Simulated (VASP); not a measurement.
Method: LDA (Ceperley-Alder, Perdew-Zunger), VASP's LDA PAW potentials (set 64) (plane waves; VASP).

VASP input:

INCAR:
```
! general
SYSTEM   =  Bi2Se3
PREC     =  Accurate
ENCUT    =  240
LREAL    =  F
LASPH    =  T   ! aspherical one-centre terms

! electronic loop
EDIFF    =  1E-6
NELM     =  100   ! most electronic steps
ALGO     =  Normal   ! blocked Davidson
LMAXMIX  =  4

! smearing
ISMEAR   =  0   ! Gaussian
SIGMA    =  0.02

! ions
ISIF     =  2

! output
LWAVE    =  F
LCHARG   =  F
```

File POSCAR:
```
Bi2Se3
1.0
  2.1166420000   1.2220430000  10.0759920000
 -2.1166420000   1.2220430000  10.0759920000
  0.0000000000  -2.4440880000  10.0759920000
Bi Se
2 3
Cartesian
 -0.0000000000  -0.0000007969  12.0440347574
  0.0000000000  -0.0000012031  18.1839412426
  0.0000000000   0.0000000000   0.0000000000
 -0.0000000000  -0.0000004314   6.5206882988
 -0.0000000000  -0.0000015686  23.7072877012
```

**KPOINTS**
```
Automatic
0
G
  6 6 6
0.5 0.5 0.5
```

POTCAR, in this order: Bi_d Se (LDA.64 set). Program: vasp_std.

Output

OSZICAR:
```
       N       E                     dE             d eps       ncg     rms          rms(c)
DAV:   1     0.325254992229E+03    0.32525E+03   -0.15818E+04  1664   0.973E+02
DAV:   2     0.410085091769E+01   -0.32115E+03   -0.31346E+03  1900   0.317E+02
DAV:   3    -0.232311252950E+02   -0.27332E+02   -0.26678E+02  1980   0.106E+02
DAV:   4    -0.240191553026E+02   -0.78803E+00   -0.78398E+00  1948   0.186E+01
DAV:   5    -0.240407714467E+02   -0.21616E-01   -0.21585E-01  2108   0.252E+00    0.508E+00
DAV:   6    -0.231333689015E+02    0.90740E+00   -0.24183E+00  1776   0.826E+00    0.314E+00
DAV:   7    -0.231254995574E+02    0.78693E-02   -0.37824E-01  1804   0.283E+00    0.162E+00
DAV:   8    -0.231217851761E+02    0.37144E-02   -0.72272E-02  1996   0.139E+00    0.442E-01
DAV:   9    -0.231192432295E+02    0.25419E-02   -0.12810E-02  2044   0.555E-01    0.161E-01
DAV:  10    -0.231191478851E+02    0.95344E-04   -0.27269E-03  1876   0.265E-01    0.598E-02
DAV:  11    -0.231191724234E+02   -0.24538E-04   -0.50716E-04  2056   0.109E-01    0.374E-02
DAV:  12    -0.231191707338E+02    0.16896E-05   -0.44806E-05  2048   0.406E-02    0.939E-03
DAV:  13    -0.231191702485E+02    0.48528E-06   -0.10643E-05  1656   0.226E-02    0.460E-03
DAV:  14    -0.231191702626E+02   -0.14046E-07   -0.12545E-06  1196   0.575E-03
   1 F= -.23119170E+02 E0= -.23119170E+02  d E =-.220703E-23
```

### OUTCAR
```
------------------------ aborting loop because EDIFF is reached ----------------------------------------
  FORCE on cell =-STRESS in cart. coord.  units (eV):
  Direction    XX          YY          ZZ          XY          YZ          ZX
  --------------------------------------------------------------------------------------
  Total       -5.6110058     -5.6110043     -5.5697961      0.0000000      0.0000004      0.0000000
  in kB      -57.4881193    -57.4881041    -57.0659009      0.0000000      0.0000038      0.0000000
  external PRESSURE =     -57.3473748 kB  Pullay stress =       0.0000000 kB
  volume of cell :      156.38
      direct lattice vectors                 reciprocal lattice vectors
     2.116642000  1.222043000 10.075992000     0.236223225  0.136383561  0.033081946
    -2.116642000  1.222043000 10.075992000    -0.236223225  0.136383561  0.033081946
     0.000000000 -2.444088000 10.075992000     0.000000000 -0.272767122  0.033081919
 POSITION                                       TOTAL-FORCE (eV/Angst)
 -----------------------------------------------------------------------------------
      0.00000     -0.00000     12.04403         0.000000     -0.000000      0.089672
      0.00000     -0.00000     18.18394         0.000000      0.000000     -0.089672
      0.00000      0.00000      0.00000         0.000000      0.000000      0.000000
      0.00000     -0.00000      6.52069         0.000000     -0.000000      0.456510
      0.00000     -0.00000     23.70729         0.000000      0.000000     -0.456510
 -----------------------------------------------------------------------------------
    total drift:                                0.000000      0.000000      0.000000
  FREE ENERGIE OF THE ION-ELECTRON SYSTEM (eV)
  ---------------------------------------------------
  free  energy   TOTEN  =       -23.1191702626 eV

  energy  without entropy=      -23.1191702626  energy(sigma->0) =      -23.11917026
```
(Selected blocks of OUTCAR.)

At this cut-off the stress carries a Pulay error, which pulls relaxed volumes low.

The structure comes from a computed database's Bi2Se3 entry; how it stands against other phases isn't given here. The cell was not relaxed at this level. The run is one of a series of settings (ENCUT = 240, GGA removed, KPOINTS 6×6×6 Γ-centred mesh shifted by (0.5, 0.5, 0.5), POTCAR Bi_d Se (LDA.64 set) against the base run), some of them coarse on purpose.
